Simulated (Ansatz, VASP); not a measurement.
# Cross-check of AlGaN2 between VASP and Ansatz, part 2 of 2

Wanted: the spread between two codes on one cell, functional and k mesh. The cell is generated by rule, not measured, and may not be a known phase. The cell is taken from a series of runs on this material, whose earlier steps may have relaxed, scaled, displaced or heated it; both programs get it as it stands.

VASP 6.6.1 and Ansatz 0.2.0.

So far: The starting structure; VASP: relaxation of cell and atoms, LDA, pair 1; Ansatz: relaxation of cell and atoms, LDA, pair 1; Differences.

## (5) VASP: relaxation of cell and atoms, LDA, pair 2

Level of this step: LDA; plane waves and PAW (Ga_d, N, Al); invented cell (VASP).

The relaxed volume is the usual yardstick between codes: in a stiff, nearly cubic crystal its relative difference is about their pressure difference at one cell divided by the bulk modulus. This pair takes another cell of the material, with 8 atoms against 4 for the pair before.

INCAR reads:

```
SYSTEM = AlGaN2
PREC = Accurate
ENCUT = 600
EDIFF = 1E-07
NELM = 120
ISMEAR = 0
SIGMA = 0.01
LREAL = .FALSE.
ALGO = Normal
GGA = CA
NBANDS = 34
LORBIT = 11
LWAVE = .FALSE.
LCHARG = .FALSE.
ISIF = 3
IBRION = 2
NSW = 80
EDIFFG = -0.005
LASPH = .TRUE.
GGA_COMPAT = .FALSE.
NELMIN = 4
EFERMI = MIDGAP
KPAR = 4
```

POSCAR reads:

```
AlGaN2
1.0
    3.1195450000      0.0000000000      0.0000000000
   -1.5597730000      2.7016050000      0.0000000000
    0.0000000000      0.0000000000     10.0970280000
Ga N Al
2 4 2
Direct
    0.3333334402      0.6666666667      0.9973469421
    0.6666668804      0.3333333333      0.2530677344
    0.3333334402      0.6666666667      0.1893117460
    0.6666668804      0.3333333333      0.4455730934
    0.3333334402      0.6666666667      0.6888773607
    0.6666668804      0.3333333333      0.9329579952
    0.3333334402      0.6666666667      0.5024297249
    0.6666668804      0.3333333333      0.7464351887
```

KPOINTS reads:

```
Automatic mesh
0
Gamma
9 9 3
0 0 0
```

Potentials, in the order of the species: Ga_d, N and Al (LDA family, release 64).

Run with:

```bash
mpirun -np 4 vasp_std
```

Numbers of over 12 decimals in the logs are rounded to 6 here.

The log of the run:

```text
[banner, memory and clock lines left out]
running    4 mpi-ranks, on    1 nodes
[...]
LDA part: xc-table for (Slater(with rela. corr.)+CA(PZ))
 , standard interpolation
 POSCAR, INCAR and KPOINTS ok, starting setup
[...]
entering main loop
       N       E                     dE             d eps       ncg     rms          rms(c)
DAV:   1     0.512627631478E+03    0.51263E+03   -0.26488E+04  2318   0.255E+03
DAV:   2     0.200715083806E+02   -0.49256E+03   -0.46594E+03  2356   0.607E+02
DAV:   3    -0.650349873220E+02   -0.85106E+02   -0.83344E+02  2376   0.184E+02
DAV:   4    -0.700256187824E+02   -0.49906E+01   -0.49551E+01  2940   0.473E+01
[...]
DAV:  14    -0.607010364925E+02    0.15350E-05   -0.96975E-06  3198   0.391E-02    0.514E-03
DAV:  15    -0.607010363973E+02    0.95146E-07   -0.44333E-06  2928   0.203E-02    0.351E-03
DAV:  16    -0.607010364032E+02   -0.59199E-08   -0.46098E-07  2334   0.501E-03
   1 F= -.60701036E+02 E0= -.60701036E+02  d E =-.607010E+02
[... from here on, the cycles between the ionic steps are left out ...]
   2 F= -.60701061E+02 E0= -.60701061E+02  d E =-.249219E-04
   3 F= -.60701920E+02 E0= -.60701920E+02  d E =-.883375E-03
   4 F= -.60701919E+02 E0= -.60701919E+02  d E =-.882619E-03
   5 F= -.60701932E+02 E0= -.60701932E+02  d E =-.129917E-04
   6 F= -.60701934E+02 E0= -.60701934E+02  d E =-.150688E-04
   7 F= -.60701936E+02 E0= -.60701936E+02  d E =-.218713E-05
   8 F= -.60701940E+02 E0= -.60701940E+02  d E =-.573568E-05
[...]
reached required accuracy - stopping structural energy minimisation
```

From OUTCAR (step 5):

```text
  Total        0.0066347      0.0066347     -0.0000160     -0.0000000     -0.0000000      0.0000000
  in kB        0.1244294      0.1244294     -0.0003005     -0.0000000     -0.0000000      0.0000000
  external PRESSURE =       0.0828528 kB  Pullay stress =       0.0000000 kB

 POSITION                                       TOTAL-FORCE (eV/Angst)
 -----------------------------------------------------------------------------------
     -0.00000      1.80337     10.08340        -0.000000     -0.000000     -0.000962
      1.56176      0.90168      2.55931        -0.000000     -0.000000      0.002501
     -0.00000      1.80337      1.91403        -0.000000     -0.000000     -0.001471
      1.56176      0.90168      4.50653         0.000000      0.000000      0.001948
     -0.00000      1.80337      6.96507        -0.000000     -0.000000      0.000769
      1.56176      0.90168      9.43144        -0.000000     -0.000000     -0.002156
     -0.00000      1.80337      5.08072        -0.000000     -0.000000      0.000903
      1.56176      0.90168      7.54659        -0.000000     -0.000000     -0.001532
 -----------------------------------------------------------------------------------
    total drift:                               -0.001459      0.000000      0.000280

  FREE ENERGIE OF THE ION-ELECTRON SYSTEM (eV)
  ---------------------------------------------------
  free  energy   TOTEN  =       -60.7019398269 eV

  energy  without entropy=      -60.7019398269  energy(sigma->0) =      -60.70193983

[... 1 part as in an earlier step ...]

[... 3 further parts left out ...]
[key lines of the parts left out:]
E-fermi :   7.3499
```

## (6) Ansatz: relaxation of cell and atoms, LDA, pair 2

The same cell, functional (in two slightly different forms) and mesh now go to Ansatz, which takes its cutoff from its data sets.

The cell is taken from a series of runs on this material, whose earlier steps may have relaxed, scaled, displaced or heated it; both programs get it as it stands.

input.yaml reads:

```yaml
crystal:
  lattice:
    - [3.1195451044, 0.0, 0.0]
    - [-1.5597725522, 2.7016053087, 0.0]
    - [0.0, 0.0, 10.0970275173]
  atoms:
    - { symbol: Ga, position: [0.3333333333, 0.6666666667, -0.0026530235] }
    - { symbol: "N", position: [0.3333333333, 0.6666666667, 0.1893117241] }
    - { symbol: Ga, position: [0.6666666667, 0.3333333333, 0.2530677646] }
    - { symbol: "N", position: [0.6666666667, 0.3333333333, 0.4455731094] }
    - { symbol: Al, position: [0.3333333333, 0.6666666667, 0.5024297824] }
    - { symbol: "N", position: [0.3333333333, 0.6666666667, 0.6888773765] }
    - { symbol: Al, position: [0.6666666667, 0.3333333333, 0.7464351967] }
    - { symbol: "N", position: [0.6666666667, 0.3333333333, 0.9329580698] }
kpoints:
  mp_grid: { grid: [9, 9, 3] }
hamiltonian:
  xc: lda
  pseudopotentials: { kind: paw, azcp: { folder: soft_1 }, xc_functional: pbe }
scf:
  occupations: { method: fixed }
output:
  forces: true
  stress: true
  eigenvalues: true
relax:
  adjacent_minimum: "off"
  f_tol: 0.001
  max_steps: 60
  cell: { stress_tol: 0.01 }
```

Run with:

```bash
ansatz run input.yaml --threads 8 --pin off --max-ram 20480MiB --backend cpu --events-out ev --progress --plain --runs-dir out
```

The log of the run:

```text
[...]
Crystal: 8 atoms, lattice volume = 85.096 Å³
Basis set: ecut = 420 eV, 1653 PW (Γ)
Bands: 34, of which v1, the nominal top of the filled ones, is band 26 counted from 1 (25 counted from 0)
Symmetry: 6 space group operations
[...]
k-points: 31 of 243 (time reversal used)
[...]
atoms:
    - { symbol: Ga, position: [0.333333, 0.666667, -0.00265387] }
    - { symbol: N, position: [0.333333, 0.666667, 0.189311] }
    - { symbol: Ga, position: [0.666667, 0.333333, 0.253069] }
    - { symbol: N, position: [0.666667, 0.333333, 0.445575] }
    - { symbol: Al, position: [0.333333, 0.666667, 0.502432] }
    - { symbol: N, position: [0.333333, 0.666667, 0.688877] }
    - { symbol: Al, position: [0.666667, 0.333333, 0.746435] }
    - { symbol: N, position: [0.666667, 0.333333, 0.932954] }
[key lines of the parts left out:]
SCF converged after 5 iterations
Free energy (F): -9943.862673 eV
Fermi energy:    8.663988 eV
P = ⅓ Tr σ = 0.0012 GPa (0.012 kbar)
```

## (7) Comparison

The two programs side by side:

```csv
quantity,Ansatz,VASP,difference
volume (Å³),85.10,85.43,-0.39 %
"edge a after relaxation, in the typed setting (Å)",3.119,3.123,-0.13 %
"edge c after relaxation, in the typed setting (Å)",10.097,10.111,-0.13 %
```

## (8) Ansatz: relaxation of cell and atoms, LDA, pair 3

The relaxed volume is the usual yardstick between codes: in a stiff, nearly cubic crystal its relative difference is about their pressure difference at one cell divided by the bulk modulus. This pair takes another cell of the material, with 12 atoms against 8 for the pair before.

The cell is taken from a series of runs on this material, whose earlier steps may have relaxed, scaled, displaced or heated it; both programs get it as it stands.

input.yaml, the sections that differ from step 6:

```yaml
crystal:
  lattice:
    - [3.1199388093, 0.0, 0.0]
    - [-1.5599694046, 2.7019462671, 0.0]
    - [0.0, 0.0, 15.1392889084]
  atoms:
    - { symbol: Ga, position: [0.3333333333, 0.6666666667, -0.0036734931] }
    - { symbol: "N", position: [0.3333333333, 0.6666666667, 0.1243995818] }
    - { symbol: Ga, position: [0.6666666667, 0.3333333333, 0.1666556815] }
    - { symbol: "N", position: [0.6666666667, 0.3333333333, 0.2947650131] }
    - { symbol: Ga, position: [0.3333333333, 0.6666666667, 0.3372601012] }
    - { symbol: "N", position: [0.3333333333, 0.6666666667, 0.4656818756] }
    - { symbol: Al, position: [0.6666666667, 0.3333333333, 0.5035482846] }
    - { symbol: "N", position: [0.6666666667, 0.3333333333, 0.6279118086] }
    - { symbol: Al, position: [0.3333333333, 0.6666666667, 0.6663760304] }
    - { symbol: "N", position: [0.3333333333, 0.6666666667, 0.790672181] }
    - { symbol: Al, position: [0.6666666667, 0.3333333333, 0.8289879372] }
    - { symbol: "N", position: [0.6666666667, 0.3333333333, 0.9534149983] }
kpoints:
  mp_grid: { grid: [9, 9, 2] }
# hamiltonian, scf, output, relax: as in step 6
```

The log of the run:

```text
[...]
Crystal: 12 atoms, lattice volume = 127.623 Å³
Basis set: ecut = 420 eV, 2475 PW (Γ)
Bands: 51, of which v1, the nominal top of the filled ones, is band 39 counted from 1 (38 counted from 0)
Symmetry: 6 space group operations
[...]
k-points: 24 of 162 (time reversal used)
[...]
- { symbol: Ga, position: [0.333333, 0.666667, 0.337262] }
    - { symbol: N, position: [0.333333, 0.666667, 0.465684] }
    - { symbol: Al, position: [0.666667, 0.333333, 0.503549] }
    - { symbol: N, position: [0.666667, 0.333333, 0.627911] }
    - { symbol: Al, position: [0.333333, 0.666667, 0.666376] }
    - { symbol: N, position: [0.333333, 0.666667, 0.790671] }
    - { symbol: Al, position: [0.666667, 0.333333, 0.828988] }
    - { symbol: N, position: [0.666667, 0.333333, 0.953412] }
[key lines of the parts left out:]
SCF converged after 4 iterations
Free energy (F): -14915.801514 eV
Fermi energy:    8.764772 eV
P = ⅓ Tr σ = -0.0007 GPa (-0.007 kbar)
```

## (9) VASP: relaxation of cell and atoms, LDA, pair 3

The same cell, functional (in two slightly different forms) and mesh now go to VASP, with its own data sets.

INCAR: that of step 5 with these lines changed.

```diff
@@ -10,3 +10,3 @@
 GGA = CA
-NBANDS = 34
+NBANDS = 51
 LORBIT = 11
```

POSCAR reads:

```
AlGaN2
1.0
    3.1199390000      0.0000000000      0.0000000000
   -1.5599690000      2.7019460000      0.0000000000
    0.0000000000      0.0000000000     15.1392890000
Ga N Al
3 6 3
Direct
    0.3333333499      0.6666669134      0.9963265118
    0.6666665147      0.3333334567      0.1666557128
    0.3333333499      0.6666669134      0.3372600919
    0.3333333499      0.6666669134      0.1243995672
    0.6666665147      0.3333334567      0.2947650316
    0.3333333499      0.6666669134      0.4656818428
    0.6666665147      0.3333334567      0.6279117863
    0.3333333499      0.6666669134      0.7906722040
    0.6666665147      0.3333334567      0.9534149853
    0.6666665147      0.3333334567      0.5035482842
    0.3333333499      0.6666669134      0.6663760101
    0.6666665147      0.3333334567      0.8289879399
```

KPOINTS reads:

```
Automatic mesh
0
Gamma
9 9 2
0 0 0
```

Run with:

```bash
mpirun -np 4 vasp_std
```

The log of the run:

```text
[banner, memory and clock lines left out]
running    4 mpi-ranks, on    1 nodes
[...]
LDA part: xc-table for (Slater(with rela. corr.)+CA(PZ))
 , standard interpolation
 POSCAR, INCAR and KPOINTS ok, starting setup
[...]
entering main loop
       N       E                     dE             d eps       ncg     rms          rms(c)
DAV:   1     0.906943175676E+03    0.90694E+03   -0.37552E+04  2753   0.256E+03
DAV:   2     0.946519251741E+02   -0.81229E+03   -0.75174E+03  2568   0.692E+02
DAV:   3    -0.897840307392E+02   -0.18444E+03   -0.17703E+03  2895   0.219E+02
DAV:   4    -0.104617988012E+03   -0.14834E+02   -0.14682E+02  3203   0.661E+01
[...]
DAV:  15    -0.910585556241E+02    0.11859E-06   -0.83814E-06  3496   0.288E-02    0.366E-03
DAV:  16    -0.910585556985E+02   -0.74406E-07   -0.18418E-06  3267   0.134E-02    0.233E-03
DAV:  17    -0.910585556634E+02    0.35086E-07   -0.24143E-07  2416   0.131E-02
   1 F= -.91058556E+02 E0= -.91058556E+02  d E =-.910586E+02
[... from here on, the cycles between the ionic steps are left out ...]
   2 F= -.91058602E+02 E0= -.91058602E+02  d E =-.464575E-04
   3 F= -.91059856E+02 E0= -.91059856E+02  d E =-.130032E-02
   4 F= -.91059855E+02 E0= -.91059855E+02  d E =-.129976E-02
   5 F= -.91059869E+02 E0= -.91059869E+02  d E =-.137885E-04
   6 F= -.91059870E+02 E0= -.91059870E+02  d E =-.147236E-04
   7 F= -.91059882E+02 E0= -.91059882E+02  d E =-.115540E-04
   8 F= -.91059890E+02 E0= -.91059890E+02  d E =-.194062E-04
   9 F= -.91059894E+02 E0= -.91059894E+02  d E =-.443759E-05
 trial-energy change:   -0.000004  1 .order   -0.000005   -0.000009   -0.000001
 step:   0.7082(harm=  0.7082)  dis= 0.00033  next Energy=   -91.059894 (dE=-0.478E-05)
 reached required accuracy - stopping structural energy minimisation
```

OUTCAR, selected parts (step 9):

```text
  Total        0.0137933      0.0137933      0.0072003      0.0000000      0.0000000     -0.0000000
  in kB        0.1724948      0.1724947      0.0900444      0.0000000      0.0000000     -0.0000000
  external PRESSURE =       0.1450113 kB  Pullay stress =       0.0000000 kB

 POSITION                                       TOTAL-FORCE (eV/Angst)
 -----------------------------------------------------------------------------------
      0.00000      1.80355     15.10283         0.000000      0.000000     -0.003051
      1.56192      0.90178      2.52655        -0.000000      0.000000     -0.002936
      0.00000      1.80355      5.11420         0.000000      0.000000     -0.001421
      0.00000      1.80355      1.88506         0.000000      0.000000      0.001484
      1.56192      0.90178      4.46899         0.000000     -0.000000      0.003841
      0.00000      1.80355      7.06181         0.000000     -0.000000      0.000313
      1.56192      0.90178      9.51955        -0.000000     -0.000000      0.000212
      0.00000      1.80355     11.98575         0.000000      0.000000     -0.001774
      1.56192      0.90178     14.45112        -0.000000      0.000000      0.002037
      1.56192      0.90178      7.63507         0.000000      0.000000      0.001256
      0.00000      1.80355     10.10221         0.000000     -0.000000      0.001177
      1.56192      0.90178     12.56608         0.000000      0.000000     -0.001137
 -----------------------------------------------------------------------------------
    total drift:                                0.002088     -0.002282      0.000843

  FREE ENERGIE OF THE ION-ELECTRON SYSTEM (eV)
  ---------------------------------------------------
  free  energy   TOTEN  =       -91.0598939906 eV

  energy  without entropy=      -91.0598939906  energy(sigma->0) =      -91.05989399

[... 1 part as in an earlier step ...]

[... 3 further parts left out ...]
[key lines of the parts left out:]
E-fermi :   7.3698
```

## (10) Comparison

The two programs side by side:

```csv
quantity,Ansatz,VASP,difference
volume (Å³),127.62,128.12,-0.38 %
"edge a after relaxation, in the typed setting (Å)",3.120,3.124,-0.12 %
"edge c after relaxation, in the typed setting (Å)",15.139,15.160,-0.13 %
```

## (11) What came out

```
difference in volume (relaxation of cell and atoms, LDA, pair 1) : -0.38 %
difference in volume (relaxation of cell and atoms, LDA, pair 2) : -0.39 %
difference in volume (relaxation of cell and atoms, LDA, pair 3) : -0.38 %
```

What this shows: The difference in volume is -0.39 % (relaxation of cell and atoms, LDA, pair 2), within the 1.2 % picked in this series as the mark of a large difference, as far as the stopping tolerances let one tell. 5 further runs of this series are not shown here. How closely two codes agree says nothing of how well the functional describes the real material.

[Lines on the potential files, build, host, timing and source positions are cut from VASP's logs without a mark.]

[Logs are printed without paths, hosts, clocks, repeated set-up lines and the standing remarks that a program may print on its own settings, such as how far it seeks lower states.]

[Hosts, paths, dates, database ids (printed as entryN), source tags and the programs' standing remarks are cut or masked in the printed files.]
